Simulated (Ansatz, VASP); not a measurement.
# Cross-check of SiCF2 (F-SiC-F chair, 3 layers, AB) between VASP and Ansatz

Wanted: the spread between two codes on one cell, functional and k mesh. Of the first pair: The structure shown is the start of the Ansatz relaxation below; VASP solves that cell, so the two are compared at the walk's first step.

Main program and level: Ansatz 0.2.0; plane waves, with VASP 6.6.1 beside it; single point at LDA.

### Step 1. The starting structure

The cell holds 12 atoms: 6 F, 3 C and 3 Si. Its edges and angles: a = 3.086 Å, b = 3.085 Å, c = 63.600 Å, α = 90.0°, β = 90.0°, γ = 120.0°. Vacuum lies along c.

Structure file:

```cif
data_structure
_symmetry_space_group_name_H-M 'P 1'
_symmetry_Int_Tables_number 1
_cell_length_a 3.0855
_cell_length_b 3.0855
_cell_length_c 63.6000
_cell_angle_alpha 90.000
_cell_angle_beta 90.000
_cell_angle_gamma 120.000
_cell_volume 524.37
loop_
_atom_site_label
_atom_site_type_symbol
_atom_site_fract_x
_atom_site_fract_y
_atom_site_fract_z
_atom_site_occupancy
F1 F 0.66667 0.33333 0.37186 1
F2 F 0.33333 0.66667 0.42898 1
F3 F 0.00000 0.00000 0.47144 1
F4 F 0.66667 0.33333 0.52856 1
F5 F 0.66667 0.33333 0.57102 1
F6 F 0.33333 0.66667 0.62814 1
C7 C 0.66667 0.33333 0.39277 1
C8 C 0.00000 0.00000 0.49235 1
C9 C 0.66667 0.33333 0.59193 1
Si10 Si 0.33333 0.66667 0.40257 1
Si11 Si 0.66667 0.33333 0.50215 1
Si12 Si 0.33333 0.66667 0.60173 1
```

### Step 2. Ansatz: relaxation, LDA

Ansatz runs on its default PAW (the set named soft_2) files.

The two programs are compared at the cell with which this relaxation starts, whose forces are those of its first step.

Input file input.yaml:

```yaml
crystal:
  lattice:
    - [3.0855, 0.0, 0.0]
    - [-1.54275, 2.6721213834, 0.0]
    - [0.0, 0.0, 63.5999999968]
  atoms:
    - { symbol: F, position: [0.6666666667, 0.3333333333, 0.3718553459] }
    - { symbol: C, position: [0.6666666667, 0.3333333333, 0.3927672956] }
    - { symbol: Si, position: [0.3333333333, 0.6666666667, 0.4025681341] }
    - { symbol: F, position: [0.3333333333, 0.6666666667, 0.4289832285] }
    - { symbol: F, position: [0.0, 0.0, 0.4714360587] }
    - { symbol: C, position: [0.0, 0.0, 0.4923480084] }
    - { symbol: Si, position: [0.6666666667, 0.3333333333, 0.5021488469] }
    - { symbol: F, position: [0.6666666667, 0.3333333333, 0.5285639413] }
    - { symbol: F, position: [0.6666666667, 0.3333333333, 0.5710167715] }
    - { symbol: C, position: [0.6666666667, 0.3333333333, 0.5919287212] }
    - { symbol: Si, position: [0.3333333333, 0.6666666667, 0.6017295597] }
    - { symbol: F, position: [0.3333333333, 0.6666666667, 0.6281446541] }
  periodic: [true, true, false]
kpoints:
  mp_grid: { grid: [10, 10, 1] }
hamiltonian:
  xc: lda
scf:
  occupations: { method: fermi_dirac, width: 0.05 }
  convergence: { dr2_threshold: 1.0e-09 }
relax:
  f_tol: 0.015
  max_steps: 90
  cell: {}
output:
  write_potential: true
  write_density: true
  volumetric_format: npy
```

The run is started by

```bash
$ ansatz run input.yaml --threads 2 --pin off --max-ram 3072MiB --backend cpu --events-out ev --progress --plain --runs-dir out
```

Numbers of over 12 decimals in the logs are rounded to 6 here.

Log:

```text
Warning: relax.cell: scf.convergence.dr2_threshold = 1e-9 eV is looser than the 1.73488123283e-10 eV advised for a relaxation that steers and ends on the stress (1e-10 eV for each atom of the cell: 12, times the square of relax.cell.stress_2d_tol = 0.05 N/m over 26.3 Å (the atoms' height at the walk's start and 5 Å past either face), 1.901e-2 GPa, over a crystal's default 0.05). What an SCF threshold leaves in a stress goes as its square root, and in the free energy as the threshold itself, and one threshold admits the most on a small cell: [figures from the program's tests cut] Set scf.convergence.dr2_threshold to 1.73488123283e-10 eV or tighter. [rest of the remark cut]
Engine: ansatz 0.2.0, x86_64-unknown-linux-gnu
Pseudopotentials: kind: paw
Pseudopotential: F, paw, valence charge 7, recommended cutoff 420 eV (normal), F.paw.azcp
Pseudopotential: C, paw, valence charge 4, recommended cutoff 420 eV (normal), C.paw.azcp
Pseudopotential: Si, paw, valence charge 4, recommended cutoff 420 eV (normal), Si.paw.azcp
Functional definition: SPW92
  exchange = slater_x
  correlation = pw_c
Crystal: 12 atoms, lattice volume = 524.371 Å³
Basis set: ecut = 420 eV, 10209 PW (Γ)
Bands: 45, of which v1, the nominal top of the filled ones, is band 33 counted from 1 (32 counted from 0)
Symmetry: 6 space group operations
Space group: P3m1 (ITA 156), of the structure as read, at distance tolerance 8.1e-5 Å
k-points: 14 of 100 (time reversal used)
Non-local potential: F, projectors of the file, l = 0: 2, l = 1: 2, l = 2: 1
Non-local potential: C, projectors of the file, l = 0: 2, l = 1: 2, l = 2: 1
Non-local potential: Si, projectors of the file, l = 0: 2, l = 1: 2, l = 2: 2
PAW form: soft (Blöchl's): semilocal exchange-correlation on the pseudo side does not see the compensation charge
PAW frozen core: F, regenerated for the run's functional, and the local potential with it (the file was generated under x = pbe(κ = 0.804, μ = 0.219515), c = pbe(β = 0.066725))
PAW frozen core: C, regenerated for the run's functional, and the local potential with it (the file was generated under x = pbe(κ = 0.804, μ = 0.219515), c = pbe(β = 0.066725))
PAW frozen core: Si, regenerated for the run's functional, and the local potential with it (the file was generated under x = pbe(κ = 0.804, μ = 0.219515), c = pbe(β = 0.066725))
PAW one-centre angular grid: F, 110 points (default); XC on 64 Gauss nodes
PAW one-centre angular grid: C, 110 points (default); XC on 64 Gauss nodes
PAW one-centre angular grid: Si, 110 points (default); XC on 64 Gauss nodes
Initial density: superposition of atomic densities (neutral atoms: chi_scale 0, normalization atom), corrected by the library's trained network
Initial wavefunctions: pseudopotential atomic-orbital guess
Functional: x = slater, c = lda
SCF iter   1: F=—  HF=-7315.712906 eV  |F-HF|=—  |Δ(HF+E_count)|=         —  Δρ=6.95e-3  dr2=1.63e0  ethr=1.77e-3  ⟨swp⟩=12.6  Hψ=4652  notcnv=0  defer=35
preconditioner: auto → LDOS  [metal: Δε(μ)=0.157 eV  Ē_g=11.953 eV  σ=0.050 eV  W_gap=0.49  n_scr=38 (ndim 8)  ℏωp=11.9 eV  f_vac=0.708  D(μ)=1.21/eV (n_scr^D=12)  β→1.0]
SCF iter   2: F=—  HF=-7315.757751 eV  |F-HF|=—  |Δ(HF+E_count)|=   4.48e-2  Δρ=1.14e-2  dr2=6.14e-1  ethr=1.77e-3  ⟨swp⟩=3.9  Hψ=1431  notcnv=0  defer=64
SCF iter   3: F=—  HF=-7315.606343 eV  |F-HF|=—  |Δ(HF+E_count)|=   1.51e-1  Δρ=2.67e-3  dr2=3.63e-2  ethr=9.31e-4  ⟨swp⟩=3.9  Hψ=1492  notcnv=0  defer=66
SCF iter   4: F=—  HF=-7315.604844 eV  |F-HF|=—  |Δ(HF+E_count)|=   1.50e-3  Δρ=1.73e-3  dr2=2.30e-2  ethr=5.49e-5  ⟨swp⟩=3.1  Hψ=1440  notcnv=0  defer=73
SCF iter   5: F=—  HF=-7315.600908 eV  |F-HF|=—  |Δ(HF+E_count)|=   3.94e-3  Δρ=4.71e-4  dr2=4.16e-3  ethr=3.48e-5  ⟨swp⟩=3.0  Hψ=1227  notcnv=0  defer=73
SCF iter   6: F=—  HF=-7315.601088 eV  |F-HF|=—  |Δ(HF+E_count)|=   1.80e-4  Δρ=1.45e-4  dr2=5.63e-4  ethr=6.30e-6  ⟨swp⟩=2.4  Hψ=896  notcnv=0  defer=71
SCF iter   7: F=—  HF=-7315.601236 eV  |F-HF|=—  |Δ(HF+E_count)|=   1.48e-4  Δρ=8.13e-5  dr2=5.58e-5  ethr=8.53e-7  ⟨swp⟩=2.4  Hψ=928  notcnv=0  defer=70
SCF iter   8: F=—  HF=-7315.601260 eV  |F-HF|=—  |Δ(HF+E_count)|=   2.36e-5  Δρ=3.20e-5  dr2=5.56e-6  ethr=8.45e-8  ⟨swp⟩=2.9  Hψ=1077  notcnv=0  defer=68
SCF iter   9: F=—  HF=-7315.601463 eV  |F-HF|=—  |Δ(HF+E_count)|=   2.03e-4  Δρ=1.16e-5  dr2=9.32e-7  ethr=8.43e-9  ⟨swp⟩=2.9  Hψ=1216  notcnv=0  defer=68
[...]
SCF iter   4: F=-7316.399865 eV  HF=-7316.399863 eV  |F-HF|=2.15e-6  |Δ(HF+E_count)|=   7.05e-5  Δρ=4.65e-7  dr2=3.63e-10  ethr=1.52e-12  ⟨swp⟩=20.1  Hψ=6651  notcnv=0
SCF iter   5: F=-7316.399865 eV  HF=-7316.399865 eV  |F-HF|=1.65e-7  |Δ(HF+E_count)|=   1.98e-6  Δρ=1.68e-7  dr2=1.37e-10  ethr=1.00e-12  ⟨swp⟩=9.6  Hψ=4507  notcnv=0
SCF 11 converged in 5 iterations: F = -7316.399865 eV  dr2 = 1.37e-10
relax step  11: F+E_penalty+E_count = -7316.39986538 eV  Δ(F+E_penalty+E_count) = -1.680e-3 eV  max|allowed force component| = 2.664e-4 eV/Å  Δτ_max = 0.0000 Å  P = +0.024 N/m  Ω = 533.851 Å³  fix = [c, alpha, beta]  reactions: c +0.000 N/m  stress off target by 2.38e-2 N/m on what of the cell is left free  SCF on the basis re-selected at this cell (its energy is not comparable with the rows above)  (5 SCF iters)
basis re-selected at this cell: Δ(F+E_penalty+E_count) = -1.680e-3 eV, ΔP = +0.021 N/m vs the last step (what re-selecting the basis moved, of the pressure what is left beyond the Pulay correction that the steps carried, after the strain that the cell walked since its last selection, with what the two solves' SCF thresholds leave and, on support functions, any second-order correction that the steps lacked; it is no m [...]
WARN: The output density's exchange-correlation potential varies sharply where the density is thin. Do not read a vacuum level from v_tot or v_xc, or from such a field of the output density. On a cell that repeats whose density bears no net charge and no dipole along the vacuum's axis use v_es (v_loc + v_h of the components); under efield.dipole_correction with no amplitude use v_es + v_field, which holds any externa [...]
SCF converged after 5 iterations
an eigenvalue changed by more than its tolerance at an iteration that met the thresholds in force, so the SCF went on 1 time: the last check found none over its tolerance
Free energy (F): -7316.399865 eV
Harris-Foulkes:  -7316.399865 eV  (|F-HF|=1.65e-7)
Internal energy: -7316.399865 eV  (E = F + TS)
E sigma→0 (E₀):  -7316.399865 eV
Entropy (-TS):   -0.000000 eV (-0.000 meV/atom)
Fermi energy:    -6.794713 eV
--- Per-component energies (eV) ---
  E_band       = -1095.636963
  E_kinetic    = 1633.216992
  E_local      = -474801.591377  (includes V_loc(G=0)·N_el)
  E_nonlocal   = 616.457318
  E_hartree    = 236406.604914
  E_xc         = -774.924987
  E_vxc        = -924.422350  (∫ρ·V_xc dr)
  E_paw        = -2858.151851  (= ΣΔE_a)
  E_vpaw       = -432.519768  (= ΣTr[D̂ρ^β])
  E_aug_tail   = 0.012158  (compensation charges beyond the density's cutoff)
  E_ewald      = 232460.855967
  E_core_change = 1.121000  (= ΣΔE_core)
  E_smearing   = -0.000000  (= −TS)
  E_closure    = 0.000000  (closes the sum)
  Σ components = -7316.399865   (vs F -7316.399865, Δ=0.00e0)
--- Forces (eV/Å), atoms counted from 1 ---
  atom   1  F     -0.00000000    -0.00000000    -0.00021250
  atom   2  C      0.00000000     0.00000000    -0.00047808
  atom   3  Si     0.00000000    -0.00000000    -0.00037599
  atom   4  F      0.00000000    -0.00000000    -0.00020804
  atom   5  F     -0.00000000    -0.00000000    -0.00040391
  atom   6  C      0.00000000     0.00000000    -0.00026881
  atom   7  Si     0.00000000    -0.00000000    -0.00056924
  atom   8  F      0.00000000    -0.00000000    -0.00020422
  atom   9  F     -0.00000000    -0.00000000    -0.00004723
  atom  10  C      0.00000000     0.00000000    -0.00051228
  atom  11  Si     0.00000000    -0.00000000    -0.00031511
  atom  12  F      0.00000000    -0.00000000    -0.00003858
  max |Σ_I F_I| component: 3.63e-3 eV/Å
--- 2D stress c σ (N/m, compression-positive) ---
        0.023781       0.000000       0.000000
       -0.000000       0.023781       0.000000
        0.000000       0.000000       0.000000
  P = ½ c Tr σ = 0.0238 N/m
--- Band table (eV; the first three rows and the last of 14) ---
  k-point 0: bands = [... 29 lower, -7.6245, -7.6245, -7.5143, -7.5143, -6.1234, -5.8915, -5.7376, -1.7372, ... 8 higher]
  k-point 1: bands = [... 29 lower, -8.0688, -7.8466, -7.7666, -7.6566, -5.7487, -5.5193, -5.3609, -1.5056, ... 8 higher]
  k-point 2: bands = [... 29 lower, -9.1081, -8.1628, -8.0807, -7.9716, -5.0366, -4.8526, -4.7121, -1.7461, ... 8 higher]
  k-point 13: bands = [... 29 lower, -10.5455, -10.2064, -10.1066, -10.0162, -1.6238, -1.5647, -1.4268, -0.8375, ... 8 higher]
  the weakly bound empty levels are not read free of the cell's end (no_gap_told)
--- Relaxed structure (9 steps of the walk, 9 accepted, 2 SCFs on fresh bases) ---
  F+E_penalty+E_count = -7316.39986538 eV   max|allowed force component| = 2.664e-4 eV/Å   (the final SCF, on the basis selected at the relaxed cell)
  cell:  # Å, volume = 533.8513 Å³
    - [3.113266, 0.0, 0]
    - [-1.556633, 2.696168, 0]
    - [0, 0, 63.5999999968]
  atoms:
    - { symbol: F, position: [0.666667, 0.333333, 0.378646] }
    - { symbol: C, position: [0.666667, 0.333333, 0.400793] }
    - { symbol: Si, position: [0.333333, 0.666667, 0.409791] }
    - { symbol: F, position: [0.333333, 0.666667, 0.434680] }
    - { symbol: F, position: [-2.467162276908891e-17, -1.8503717076816693e-17, 0.468788] }
    - { symbol: C, position: [-2.4671622769088907e-17, -1.850371707681669e-17, 0.490944] }
    - { symbol: Si, position: [0.666667, 0.333333, 0.499935] }
    - { symbol: F, position: [0.666667, 0.333333, 0.524821] }
    - { symbol: F, position: [0.666667, 0.333333, 0.566438] }
    - { symbol: C, position: [0.666667, 0.333333, 0.588595] }
    - { symbol: Si, position: [0.333333, 0.666667, 0.597589] }
    - { symbol: F, position: [0.333333, 0.666667, 0.622472] }
```

The column dr2 measures how far the density is from self-consistency, as an energy; F and HF (Harris–Foulkes) agree once it is small.

[end of part 1 of 2]

[Lines on the potential files, build, host, timing and source positions are cut from VASP's logs without a mark.]

[Logs are printed without paths, hosts, clocks, repeated set-up lines and the standing remarks that a program may print on its own settings, such as how far it seeks lower states.]

[Hosts, paths, dates, database ids (printed as entryN), source tags and the programs' standing remarks are cut or masked in the printed files.]
